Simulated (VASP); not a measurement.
Write the native input for VASP 6.6.1 that does the following.

| Property | Result |
| --- | --- |
| Task | electric field gradients |
| Functional | PBE |
| Potentials or basis | VASP PAW PBE potentials, release 64 (Ir, P) |
| Cutoff | 520 eV |
| k mesh | 13 × 13 × 13 |
| Occupations | fermi-dirac, width 0.05 eV |
| Spin | no spin polarisation |
| Dipole correction | no |
| Further INCAR settings | ALGO = Fast; EDIFF = 1e-08; NBANDS = 14 |

The structure of PIr lies in POSCAR:

```
PIr
1.0
    0.0000000000      2.4648029302      2.4648029302
    2.4648029302      0.0000000000      2.4648029302
    2.4648029302      2.4648029302      0.0000000000
Ir P
1 1
Direct
    0.0000000000      0.0000000000      0.0000000000
    0.5000000000      0.5000000000      0.5000000000
```

The cell comes from a database or a generator and needn't be the stable form of this composition.

One way to write it, as run:

INCAR

```
ALGO     = Fast           # electronic algorithm
EDIFF    = 1E-8           # SCF threshold, eV
ENCUT    = 520            # plane-wave cutoff, eV
GGA      = PE             # functional
ISIF     = 2              # what is computed and relaxed
ISMEAR   = -1             # smearing method
LASPH    = True           # aspherical terms in the spheres
LCHARG   = False          # write CHGCAR
LEFG     = True         
LREAL    = False          # projectors in reciprocal space
LWAVE    = False          # write WAVECAR
NBANDS   = 14             # bands
NELM     = 100            # most SCF steps
PREC     = Accurate       # precision mode
SIGMA    = 0.05           # smearing width, eV
```

KPOINTS

```
k-points
0
Gamma
  13 13 13
```

Potentials or basis: VASP PAW PBE potentials, release 64 (Ir, P).

Launch:

```console
$ cat potpaw_PBE.64/Ir/POTCAR potpaw_PBE.64/P/POTCAR > POTCAR
$ mpirun -np 1 vasp_std > vasp.out
```

It gave:

```
Pressure               : 0.4 GPa
Band gap on the k mesh : none (metal or under the smearing width)
```

Run time: 45 s on 1 thread of Intel(R) Xeon(R) Platinum 8259CL CPU @ 2.50GHz (Skylake/Cascade Lake), on a shared host, peak memory 0.18 GiB.
